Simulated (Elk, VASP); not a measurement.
Input for VASP

**INCAR**
```
! general
SYSTEM   =  Re
PREC     =  Accurate
ENCUT    =  300
LREAL    =  .False.
LASPH    =  .True.

! electronic loop
EDIFF    =  1E-6
NELM     =  100
ALGO     =  Normal
LMAXMIX  =  6

! smearing
ISMEAR   =  0
SIGMA    =  0.1

! functional
GGA      =  PE

! ions
ISIF     =  2

! output
LWAVE    =  .False.
LCHARG   =  .False.
```

KPOINTS:
```
Automatic mesh
0
Gamma
14 14 7
0 0 0
```

POSCAR:
```
Re
1
    1.3633540000    -2.3613990000     0.0000000000
    1.3633540000     2.3613990000     0.0000000000
    0.0000000000     0.0000000000     4.4062030000
Re
2
Direct
  0.3333330000   0.6666670000   0.2500000000
  0.6666670000   0.3333330000   0.7500000000
```

POTCAR, in this order: Re (PBE.64 set). Program: vasp_std.

Q: Write an input for Elk that does the same calculation.

A: One input that does it (PBE, all-electron FP-LAPW, Elk's shipped species files, APW+lo basis with extra local orbitals):
```
tasks
  0

xctype
  20

rgkmax
  8.0

gmaxvr
  16.0

nxlo
  2

lorbcnd
  .true.

rmtscf
  0.88

lmaxi
  2

stype
  0

swidth
  0.00367493

avec
    2.5763660000   -4.4623968109    0.0000000000
    2.5763660000    4.4623968109    0.0000000000
    0.0000000000    0.0000000000    8.3265169195

sppath
  './'

atoms
  1   : nspecies
  'Re.in'   : spfname
  2   : natoms; atposl, bfcmt below
  0.3333333333  0.6666666667  0.2500000000    0.0 0.0 0.0
  0.6666666667  0.3333333333  0.7500000000    0.0 0.0 0.0

ngridk
  14 14 7
```
Both are inputs of real runs that ended normally. What can't carry over is the choice of potentials or basis and its cut-off, and each code's defaults.

VASP also gives the stress here, which the Elk input doesn't ask for.

The structure is a typed Re crystal (P6_3/mmc). The cell was not relaxed at this level, and its volume differs by -5.9 % from the start's.
